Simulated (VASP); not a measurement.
Shape and ions are relaxed at each volume.

Data:

```cif
data_Re2
_chemical_formula_sum 'Re2'
_space_group_name_H-M_alt 'P 1'
_space_group_IT_number 1
_cell_length_a 2.77836
_cell_length_b 2.77836
_cell_length_c 4.49739
_cell_angle_alpha 90.000
_cell_angle_beta 90.000
_cell_angle_gamma 120.000
loop_
_space_group_symop_operation_xyz
  'x, y, z'
loop_
_atom_site_label
_atom_site_type_symbol
_atom_site_fract_x
_atom_site_fract_y
_atom_site_fract_z
_atom_site_occupancy
Re1 Re 0.33333 0.66667 0.25000 1
Re2 Re 0.66667 0.33333 0.75000 1
```

Method: optB88-vdW, VASP's PBE PAW potentials (set 64) (plane waves; VASP 6.6.1). Run with 520 eV cut-off, 15×15×8 Γ-centred mesh, first-order Methfessel-Paxton smearing of 0.10 eV, potentials Re.

Question: Give the energy at these volumes per atom, relative to the lowest: 14.12, 14.57, 15.02, 15.47, 15.92 Å³.

Answer: 71.0, 17.1, 0.0, 14.1, 54.5 meV/atom. A third-order Birch-Murnaghan fit gives B0 = 367 GPa and B0′ = 4.6.

Measured: bulk modulus 369 GPa at 0 K (computed value off by -0.4 %), as given by Vázquez-Parga, Fernández-Martínez, Viñes, J. Chem. Theory Comput. (2023), doi:10.1021/acs.jctc.3c00612, Supporting … [zero-point energy and finite temperature contributions removed].

The compound is Re in the hcp structure. It was relaxed first.
